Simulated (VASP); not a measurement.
The system is MgCd2S3.

```
CELL_PARAMETERS angstrom
6.20151 -3.66776 0.06510
6.12537 3.53585 0.00817
0.03969 -0.05343 6.78731
ATOMIC_POSITIONS crystal
Mg 0.84782 0.15308 0.99896
Mg 0.18808 0.84228 0.48640
Cd 0.16051 0.52195 0.99178
Cd 0.84597 0.49242 0.51389
Cd 0.50128 0.83122 0.97387
Cd 0.47196 0.17052 0.51156
S 0.13306 0.53449 0.38741
S 0.84288 0.48252 0.89102
S 0.85369 0.16278 0.36083
S 0.17867 0.81221 0.86155
S 0.49768 0.83069 0.37277
S 0.49852 0.17582 0.91199
```

The cell was built by a generator and needn't be a form met in nature.

| Item | Value |
| --- | --- |
| Program | VASP 6.6.1 |
| Task | relaxation of cell and atoms |
| Functional | PBE |
| Potentials or basis | VASP PAW PBE potentials, release 64 (Mg, Cd, S) |
| Cutoff | 520 eV |
| k mesh | 3 × 3 × 3 |
| Occupations | gaussian, width 0.05 eV |
| Spin | no spin polarisation |

At the start: pressure 1.0 GPa; volume 25.11 Å³/atom.

Q: How do energy, volume and symmetry change on relaxing?

A: Over 19 steps the energy falls by 78.7 meV/atom and the volume is 25.05 Å³/atom (-0.2 %); space group Cmc2_1 (No. 36, to 0.05 Å).

The path:
```
step  energy change (eV)  largest force (eV/Å)  pressure (GPa)  volume (Å³)
   1              0.0000                2.4823            1.00       301.29
   2             -0.6034                0.8115           -1.07       308.02
   3             -0.6069                0.7892           -1.16       308.65
   4             -0.7435                0.5162           -0.05       301.20
   5             -0.7802                0.5337            1.33       293.78
   6             -0.8632                0.3746            0.73       296.72
   7             -0.8729                0.2916            0.48       298.05
   8             -0.9009                0.1842           -0.20       301.63
   9             -0.9039                0.1538           -0.42       303.14
  10             -0.9179                0.1384           -0.10       301.07
  11             -0.9208                0.1328            0.14       299.79
  12             -0.9291                0.1115            0.11       300.22
  13             -0.9371                0.1134           -0.02       300.86
  14             -0.9363                0.1481           -0.23       302.15
  15             -0.9394                0.1194           -0.12       301.46
  16             -0.9437                0.0601            0.04       300.56
  17             -0.9437                0.0683            0.04       300.62
  18             -0.9437                0.0593            0.01       300.60
  19             -0.9448                0.0287            0.04       300.58
```

Final structure:
```
Mg Cd S
1.0
     6.22006   -3.58690   -0.00842
     6.21804    3.58641   -0.00237
    -0.00662    0.00487    6.73778
Mg Cd S
2 4 6
Cartesian
  6.2302 -2.4238 -0.0037
  6.2326 2.4172 3.3724
  4.1850 1.1998 0.0000
  8.2845 -1.1994 3.3591
  8.2826 1.1911 6.7256
  4.1828 -1.1983 3.3667
  4.2218 1.2443 2.5693
  8.2368 -1.2470 5.9319
  6.2306 -2.4609 2.4648
  6.2292 2.4628 5.8391
  8.2411 1.2415 2.5633
  4.2172 -1.2361 5.9389
```
